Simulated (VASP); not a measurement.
```
CELL_PARAMETERS angstrom
      3.95869     0.00000     0.00000
     -1.97935     3.42833     0.00000
      0.00000     0.00000     6.52059
ATOMIC_POSITIONS crystal
  Be 0.66667 0.33333 0.50047
  Be 0.33333 0.66667 0.00047
  Te 0.66667 0.33333 0.87453
  Te 0.33333 0.66667 0.37453
```

All values below come from PBEsol GGA, VASP's PBE PAW potentials (set 64) (plane waves; VASP). Run with 400 eV cut-off, 7×7×4 Γ-centred mesh, tetrahedra with Blöchl corrections, potentials Be Te.

The cores are frozen, which limits the accuracy of field gradients.

Task: Give the principal components of the electric field gradient (V/Å²) and the asymmetry η at each nucleus.

Result: 
```tsv
atom	Vxx	Vyy	Vzz	η
Be1	-0.1	-0.1	0.1	-
Be2	-0.1	-0.1	0.1	-
Te3	-7.3	-7.3	14.5	0.00
Te4	-7.3	-7.3	14.5	0.00
```

The structure comes from a computed database's BeTe entry (P6_3mc); how it stands against other phases isn't given here. It was relaxed first.
